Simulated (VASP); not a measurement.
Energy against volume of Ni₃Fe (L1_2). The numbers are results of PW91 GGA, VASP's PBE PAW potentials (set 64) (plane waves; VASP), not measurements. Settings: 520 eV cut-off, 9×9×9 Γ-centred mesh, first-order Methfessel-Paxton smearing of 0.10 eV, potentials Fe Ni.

| V (Å³/atom) | E (eV/atom) |
|---|---|
| 10.783 | -6.20678 |
| 11.117 | -6.21244 |
| 11.451 | -6.20615 |
| 11.784 | -6.19021 |

Q: Fit these four points and predict the energy of the run at 10.450 Å³/atom.

A: A cubic in V^(−2/3), the third-order Birch-Murnaghan form, passes through the four points with V0 = 11.10 Å³/atom and B0 = 192 GPa, and gives -6.1865 eV/atom there. The run gave -6.1865 eV/atom, +0.0 meV/atom from the fit; all five points give B0 = 192 GPa.

The compound is Ni3Fe in the L1_2 structure. It was relaxed first.
